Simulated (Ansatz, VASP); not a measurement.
## ZnO (zincite) in two plane-wave programs

Wanted: the spread between two codes on one cell, functional and k mesh. The cell is taken from a series of runs on this material, whose earlier steps may have relaxed, scaled, displaced or heated it; both programs get it as it stands.

Calculated with Ansatz 0.2.0; plane waves, with VASP 6.6.1 beside it; zone-centre phonons at r2SCAN.

### Step 1. The starting structure

The structure is hexagonal, space group P6_3mc (No. 186). Conventional cell: a = 3.235 Å, b = 3.235 Å, c = 5.211 Å, α = 90.00°, β = 90.00°, γ = 120.00°. Nearest to Zn lie 4 O at 1.97 to 1.98 Å. Nearest to O lie 4 Zn at 1.97 to 1.98 Å. Farther neighbours and most contacts between anions are not listed.

### Step 2. Ansatz: zone-centre phonons, r2SCAN

Ansatz runs on its PAW soft_1 files.

Second derivatives magnify differences that forces hide, and they need a tight electronic threshold.

Contents of input.yaml:

```yaml
crystal:
  lattice:
    - [3.2352784346, 0.0, 0.0]
    - [-1.6176392173, 2.8018333127, 0.0]
    - [0.0, 0.0, 5.2112189811]
  atoms:
    - { symbol: Zn, position: [0.3333333333, 0.6666666667, 0.4996715184] }
    - { symbol: Zn, position: [0.6666666667, 0.3333333333, -0.0003284816] }
    - { symbol: O, position: [0.6666666667, 0.3333333333, 0.3793384816] }
    - { symbol: O, position: [0.3333333333, 0.6666666667, 0.8793384816] }
kpoints:
  mp_grid: { grid: [9, 9, 6] }
hamiltonian:
  xc: r2scan
  pseudopotentials: { kind: paw, azcp: { folder: soft_1 } }
scf:
  occupations: { method: fixed }
  lower_state_search: "off"
output:
  eigenvalues: true
phonons:
  method: fd
  dielectric: true
  supercell: [3, 3, 2]
  temperatures: { t_max: 1000, t_step: 50 }
  qpath:
    path:
      - [[0.0, 0.0, 0.0], [0.5, 0.0, 0.0], [0.33333333, 0.33333333, 0.0], [0.0, 0.0, 0.0], [0.0, 0.0, 0.5], [0.5, 0.0, 0.5], [0.33333333, 0.33333333, 0.5], [0.0, 0.0, 0.5]]
      - [[0.5, 0.0, 0.5], [0.5, 0.0, 0.0]]
      - [[0.33333333, 0.33333333, 0.0], [0.33333333, 0.33333333, 0.5]]
    npoints: 10
  third_order: { supercell: [3, 3, 2], pair_cutoff: 3.385 }
  lattice_thermal_conductivity:
    qmesh: [17, 17, 9]
    temperatures: [100.0, 150.0, 200.0, 300.0, 400.0, 500.0, 600.0, 800.0]
    isotope_mass_variance:
      - { species: O, variance: 3.359e-05 }
      - { species: Zn, variance: 0.0005982 }
```

Launch:

```sh
> ansatz run input.yaml --threads 18 --pin off --max-ram 92160MiB --backend cuda --events-out ev --progress --plain --runs-dir out --max-vram 78GiB
```

Numbers of over 12 decimals in the logs are rounded to 6 here.

What it wrote:

```text
Warning: phonons: the dynamical matrix that this run interpolates holds no multipole term above the dipole-dipole one, and a site of this crystal is no centre of inversion, so its interpolated transverse optical and acoustic branches and sound speeds can stay off near Gamma, and the density of states and the thermodynamics with them. What a run solves at a wave vector of phonons.qpoints, Gamma apart, where the deck admits one, is free of this, and under fd what a larger phonons.supercell samples
Warning: phonons.dielectric: true without phonons.rigid_motions: the static dielectric tensor ε⁰ will be withheld (ε∞, Z* and the rows of modes are given); for a crystal or a slab, whose only rigid motions are the translations, set phonons.rigid_motions: translations
Engine: ansatz 0.2.0, aarch64-unknown-linux-gnu
Pseudopotentials: kind: paw
Pseudopotential: Zn, paw, valence charge 12, recommended cutoff 500 eV (meta_gga), soft_1/Zn.paw.azcp
Pseudopotential: O, paw, valence charge 6, recommended cutoff 500 eV (meta_gga), soft_1/O.paw.azcp
Functional definition: r2SCAN
  parameter k0 = 0.174
  parameter k1 = 0.065
  parameter a1 = 4.9479
  exchange = r2scan_x(k0 = k0, k1 = k1, a1 = a1)
  correlation = r2scan_c
[...]
Crystal: 72 atoms, lattice volume = 850.287 Å³
Basis set: ecut = 500 eV, 21585 PW (Γ), exchange–correlation on 360×360×400 points (125 copies of the dense FFT grid, shifted against one another)
Bands: 396, of which v1, the nominal top of the filled ones, is band 324 counted from 1 (323 counted from 0)
Symmetry: 216 space group operations
k-points: 6 of 27 (time reversal used)
Non-local potential: Zn, projectors of the file, l = 0: 2, l = 1: 2, l = 2: 3, l = 3: 1
Non-local potential: O, projectors of the file, l = 0: 2, l = 1: 2, l = 2: 1
PAW form: soft (Blöchl's): semilocal exchange-correlation on the pseudo side does not see the compensation charge
PAW frozen core: Zn, regenerated for the run's functional (the file was generated under x = pbe(κ = 0.804, μ = 0.219515), c = pbe(β = 0.066725))
PAW frozen core: O, regenerated for the run's functional (the file was generated under x = pbe(κ = 0.804, μ = 0.219515), c = pbe(β = 0.066725))
PAW one-centre angular grid: Zn, 590 points (default); XC on 160 Gauss nodes
PAW one-centre angular grid: O, 302 points (default); XC on 160 Gauss nodes
Initial density: handed on by an earlier stage of this run
Initial wavefunctions: those handed on with the density
[...]
Functional: x = r2scan, c = r2scan; τ floored in thin density (d = 2e-4 eV/Å³)
SCF iter   1: F=-140217.566066 eV  HF=-140217.566066 eV  |F-HF|=1.75e-10  |Δ(HF+E_count)|=         —  Δρ=1.87e-8  dr2=2.27e-12  dr2_τ=6.20e-14  ethr=1.00e-12  ⟨swp⟩=3.0  Hψ=5862  notcnv=0
preconditioner: auto → Resta (q_TF=auto, 2.608 Å⁻¹)  ε∞=6.8  [insulator: Δε(μ)=1.235 eV  Ē_g=13.451 eV  n_scr=242 (ndim 8)  ℏωp=32.4 eV  f_vac=0.036  ε∞_Penn≈6.8]
SCF iter   2: F=-140217.566066 eV  HF=-140217.566066 eV  |F-HF|=8.73e-11  |Δ(HF+E_count)|=  5.82e-11  Δρ=1.13e-8  dr2=8.30e-13  dr2_τ=3.06e-14  ethr=1.00e-12  ⟨swp⟩=3.0  Hψ=5845  notcnv=0
SCF 1 converged in 2 iterations: F = -140217.566066 eV  dr2 = 8.30e-13
  greatest PAW one-centre occupation: 0.987 electrons in one spin orbital (limit 2), on the Zn atom at site 69 (counted from 0), in its partial waves of l = 2
[...]
iter 1 solved again at ethr=1.00e-12 eV; its pass at ethr=3.10e-3 eV (dr2=4.46e-10 eV) is discarded
[...]
SCF iter   2: F=-140217.566066 eV  HF=-140217.566066 eV  |F-HF|=2.04e-10  |Δ(HF+E_count)|=  8.73e-11  Δρ=6.36e-9  dr2=3.53e-13  dr2_τ=1.07e-14  ethr=1.00e-12  ⟨swp⟩=3.0  Hψ=6156  notcnv=0
SCF 2 converged in 2 iterations: F = -140217.566066 eV  dr2 = 3.53e-13
[...]
Crystal: 4 atoms, lattice volume = 47.238 Å³
Basis set: ecut = 500 eV, 1165 PW (Γ), exchange–correlation on 96×96×160 points (64 copies of the dense FFT grid, shifted against one another)
Bands: 22, of which v1, the nominal top of the filled ones, is band 18 counted from 1 (17 counted from 0)
Symmetry: 12 space group operations
k-points: 140 of 486 (irreducible under 2 space group operations, time reversal used)
[...]
iter 1 solved again at ethr=1.24e-7 eV; its pass at ethr=3.10e-3 eV (dr2=4.48e-5 eV) is discarded
[...]
SCF 3 converged in 3 iterations: F = -7789.864778 eV  dr2 = 1.48e-11
[...]
ε∞ (high-frequency dielectric tensor):
        4.336311    -0.000000     0.000000
       -0.000000     4.336311    -0.000000
        0.000000    -0.000000     4.398728
  ε⁰ (static dielectric tensor): not given — the deck does not say what the cell's rigid motions are, and on a molecule in a box or a wire the rigid rotations would enter the sum over the modes at Γ. For a crystal or a slab, whose only rigid motions are the translations, set phonons.rigid_motions: translations.
  Born effective charges Z* (e; rows j = field, columns β = displacement):
    site 0:
         2.08757   -0.00000    0.00000
        -0.00000    2.08757   -0.00000
         0.00000   -0.00000    2.13726
    site 1:
         2.08757   -0.00000    0.00000
        -0.00000    2.08757    0.00000
         0.00000    0.00000    2.13726
    site 2:
        -2.08757    0.00000   -0.00000
         0.00000   -2.08757    0.00000
        -0.00000    0.00000   -2.13726
    site 3:
        -2.08757    0.00000   -0.00000
         0.00000   -2.08757    0.00000
        -0.00000    0.00000   -2.13726
  Z* charge neutrality: 9.754e-4 e pre-enforcement
  solved inside a basis spanned on the 9×9×6 k-mesh, on 14×14×8 k-points, its susceptibility summed on 18×18×10: ε∞ is read to err by 1.7e-2, Z* by 1.5e-2 e; Z* is corrected for what the basis lacks
  optical modes at Γ without the LO–TO term, one row a degenerate level:
      ω (cm⁻¹)  modes    IR ((D/Å)²/amu)
         91.81      2             0.0000
        258.07      1             0.0000
        372.29      1            16.3977
        394.70      2            31.2881
        426.96      2             0.0000
        542.57      1             0.0000
  optical modes at Γ + LO–TO along q̂ = [1.0000, 0.0000, 0.0000]:
      ω (cm⁻¹)  modes    IR ((D/Å)²/amu)
         91.81      2             0.0000
        258.07      1             0.0000
        372.29      1            16.3977
[...]
optical modes at Γ + LO–TO along q̂ = [0.0000, 1.0000, 0.0000]:
      ω (cm⁻¹)  modes    IR ((D/Å)²/amu)
[...]
542.57      1             0.0000
        564.52      1            15.6441
  optical modes at Γ + LO–TO along q̂ = [0.0000, 0.0000, 1.0000]:
      ω (cm⁻¹)  modes    IR ((D/Å)²/amu)
         91.81      2             0.0000
        258.07      1             0.0000
        394.70      2            31.2881
        426.96      2             0.0000
        542.57      1             0.0000
        554.00      1            16.3977
  density of states and harmonic sums: on the 24×24×12 q-mesh, interpolated from the force constants of a 3×3×2 supercell (with the dipole–dipole term)
  largest difference from the sums on the solved wave vectors: F 3.54e-2 eV, S 4.98e-5 and C_V 1.42e-5 eV/K
  zero-point energy: 0.235386 eV/cell   skipped modes (ω ≤ 0): 3   left out of the sums: 3.62e-5 of the cell's modes: C_V's classical limit lies that fraction below 3 k_B per atom; for a crystal, a wire or a layer, F and S can be off by more, and a phonons.interpolated_qmesh denser along its periods is the remedy for the sampling
--- Third-order force constants: 244 member SCFs in a 3×3×2 supercell (pair cutoff 3.385 Å, amplitude 0.03 Å, SCF threshold 1.00e-9 eV, Σ member SCF iterations 2216) ---
  symmetry images taken by strict's conditions (phonons.symmetry_images: auto; settled by no image being taken that strict refuses)
  sum-rule residual: 5.675e-1 → 4.962e-14 eV/Å³; symmetrization residual: 7.037e-2 eV/Å³; largest sum-rule correction relative to its orbit: 2.686e-1, on the orbit of the block of home site 0 with site 3 of cell (0, 0, -1) and site 3 of cell (0, 0, -1), whose norm before the correction was 8.991e-1 eV/Å³
--- Lattice thermal conductivity: 17×17×9 mesh (165 irreducible points), tetrahedron method ---
  three-phonon and isotope scattering only; four-phonon, boundary and, in a metal, phonon-electron scattering are left out
  each conductivity is what the modes' populations carry and what the coherences between them add
  conductivity (a third of the tensor's trace), W/(m K), in the relaxation-time approximation and from the full solution:
       T (K)   relaxation time   full solution  iterations             ending  least Ritz value
      100.00          136.5219        147.7357           6          converged          7.784e-1
      150.00           90.6254         97.8111           6          converged          7.333e-1
      200.00           65.8365         70.8873           7          converged          7.049e-1
      300.00           42.1121         45.2412           7          converged          6.906e-1
      400.00           31.0863         33.3747           7          converged          6.847e-1
      500.00           24.7417         26.5591           7          converged          6.813e-1
      600.00           20.6055         22.1191           7          converged          6.792e-1
      800.00           15.5154         16.6559           7          converged          6.766e-1
```

The column dr2 measures how far the density is from self-consistency, as an energy; F and HF (Harris–Foulkes) agree once it is small.

(Continued in part 2 of 2.)

[Lines on the potential files, build, host, timing and source positions are cut from VASP's logs without a mark.]

[Logs are printed without paths, hosts, clocks, repeated set-up lines and the standing remarks that a program may print on its own settings, such as how far it seeks lower states.]

[Hosts, paths, dates, database ids (printed as entryN), source tags and the programs' standing remarks are cut or masked in the printed files.]
